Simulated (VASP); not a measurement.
```yaml
crystal:
  lattice:
    - [0.00000, 2.46590, 2.46590]
    - [2.46590, 0.00000, 2.46590]
    - [2.46590, 2.46590, 0.00000]
  atoms:
    - { symbol: Hf, position: [0.00000, 0.00000, 0.00000] }
    - { symbol: O, position: [0.25000, 0.25000, 0.25000] }
    - { symbol: O, position: [0.75000, 0.75000, 0.75000] }
```

Computed with LDA (Ceperley-Alder, Perdew-Zunger), VASP's LDA PAW potentials (set 64) (plane waves; VASP 6.6.1). Settings: 520 eV cut-off, 9×9×9 Γ-centred mesh, Gaussian smearing of 0.050 eV, potentials Hf_pv O.

### Question
Estimate the energy per atom (σ→0), pressure.

### Answer

```yaml
energy per atom (σ→0): -11.014 eV/atom
pressure: 9.40 GPa
```

Only differences to runs with the same potentials and settings are physical.

The compound is HfO2 in the fluorite structure, the high-temperature cubic form, which is unstable at 0 K; the monoclinic form is the stable one. This cell is one point of a volume scan, at 0.97 of the reference volume.
